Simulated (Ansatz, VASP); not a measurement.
# One calculation of Li3SiS2, two programs

Contents of INCAR:

```
PREC = Accurate
ENCUT = 600
EDIFF = 1E-6
ISMEAR = 0
SIGMA = 0.1
LREAL = F
LASPH = T
NELM = 80
ALGO = Normal
ISIF = 3
LWAVE = F
LCHARG = F
GGA = PE
IBRION = 2
NSW = 90
EDIFFG = -0.04
```

KPOINTS

```
Automatic mesh
0
Gamma
  4 4 4
```

POSCAR

```
Li3SiS2
1.0
    3.6885327800      2.1295753900      3.0116744000
   -3.6885327800      2.1295753900      3.0116744000
    0.0000000000     -4.2591507800      3.0116744000
Li Si S
3 1 2
Direct
    0.0000000000      0.5000000000      0.0000000000
    0.5000000000      0.0000000000      0.0000000000
    0.0000000000      0.0000000000      0.5000000000
    0.5000000000      0.5000000000      0.5000000000
    0.7500000000      0.7500000000      0.7500000000
    0.2500000000      0.2500000000      0.2500000000
```

Input for Ansatz:

```yaml
crystal:
  lattice:
    - [3.68853278, 2.12957539, 3.0116744]
    - [-3.68853278, 2.12957539, 3.0116744]
    - [0.0, -4.25915078, 3.0116744]
  atoms:
    - { symbol: Li, position: [0.0, 0.5, 0.0] }
    - { symbol: Li, position: [0.5, 0.0, 0.0] }
    - { symbol: Li, position: [0.0, 0.0, 0.5] }
    - { symbol: Si, position: [0.5, 0.5, 0.5] }
    - { symbol: S, position: [0.75, 0.75, 0.75] }
    - { symbol: S, position: [0.25, 0.25, 0.25] }
basis:
  ecutwfc: 420
kpoints:
  mp_grid: { grid: [4, 4, 4] }
hamiltonian:
  xc: pbe
scf:
  occupations: { method: gaussian, width: 0.1 }
  lower_state_search: "off"
output:
  forces: true
  stress: true
  eigenvalues: true
relax:
  adjacent_minimum: "off"
  f_tol: 0.04
  max_steps: 70
  cell: { stress_tol: 0.4 }
```

Alike in both runs: task relaxation of cell and atoms; functional PBE; k mesh 4 × 4 × 4; occupations gaussian, width 0.1 eV; no spin polarisation.

```csv
,VASP,Ansatz
version,VASP 6.6.1,Ansatz 0.2.0
potentials or method,"VASP PAW PBE potentials, release 64 (Li_sv, Si, S)","scalar-relativistic, plane waves, PAW"
plane-wave cutoff (eV),600,420
valence electrons in the cell,25,25
```

|  | VASP | Ansatz | Ansatz less VASP |
| --- | --- | --- | --- |
| gap on the k mesh at the Fermi level, each at its own relaxed structure (eV) | none | none | - |
| relaxed volume (Å³/atom) | 23.62 | 23.45 | -0.170 |
| relaxed cell length with the largest relative difference (Å) | 5.281 | 5.275 | -0.0059 |
| energy change over the relaxation (meV/atom) | -50 | -50 | -0.3 |

A gap of «none» marks a metal or a gap that the smearing closes.

Caveats: the cutoff is under 1.25 times the usual one of these potentials, so pressure, stress and relaxed cells hold a basis-set (Pulay) error (VASP).
